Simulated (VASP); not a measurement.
Set up this calculation in VASP 6.6.1, as the native input.

| Item | Value |
| --- | --- |
| Task | single point |
| Functional | PBEsol |
| Potentials or basis | VASP PAW PBE potentials, release 64 (Hf_pv, Cl) |
| Cutoff | 400 eV |
| k mesh | 1 × 1 × 1 |
| Occupations | gaussian, width 0.01 eV |
| Spin | no spin polarisation |
| Further INCAR settings | ALGO = Normal; EDIFF = 1e-07; NBANDS = 27; ISYM = 0 |

The structure of HfCl4 lies in POSCAR:

```
HfCl4                                   
1.0
   14.0357389530      0.0000000000      0.0000000000
    0.0000000000     14.5357389530      0.0000000000
    0.0000000000      0.0000000000     15.0357389530
  Hf              Cl            
     1     4
Selective dynamics
Direct
     0.4999965332999992    0.5034335218999999    0.4999968914000021   F   F   F
     0.3593349287479645    0.4636941366532920    0.4305696253671746   T   T   T
     0.4774700592571756    0.5049893784211816    0.6519617921841260   T   T   T
     0.6162860538740020    0.3975099763478834    0.4644065745385188   T   T   T
     0.5469127571715132    0.6475697298373470    0.4530654256369273   T   T   T
```

These files were run (other wordings do the same):

INCAR

```
SYSTEM = HfCl4
PREC = Accurate
ENCUT = 400
EDIFF = 1E-7
ISMEAR = 0
SIGMA = 0.01
LREAL = .FALSE.
LASPH = .TRUE.
NELM = 60
ALGO = Normal
ISIF = 2
LWAVE = .FALSE.
LCHARG = .FALSE.
GGA = PS
NBANDS = 27
ISYM = 0
```

KPOINTS

```
Automatic mesh
0
G
  1 1 1
  0 0 0
```

Potentials or basis: VASP PAW PBE potentials, release 64 (Hf_pv, Cl).

Command:

```console
$ cat potpaw_PBE.64/Hf_pv/POTCAR potpaw_PBE.64/Cl/POTCAR > POTCAR
$ mpirun -np 4 vasp_gam > vasp.out
```

It gave:

| Item | Value |
| --- | --- |
| Largest force | 0.300 eV/Å |
| Gap between the frontier levels | 5.30 eV |

Caveat: the PAW data sets were made with another functional, which shifts forces and pressure a little; spin-orbit coupling is left out, which moves the levels of the heavy elements.

Run time: 64 s on 4 MPI ranks on Intel(R) Xeon(R) 6975P-C (Granite Rapids) (shared host), peak memory 0.52 GiB a rank.
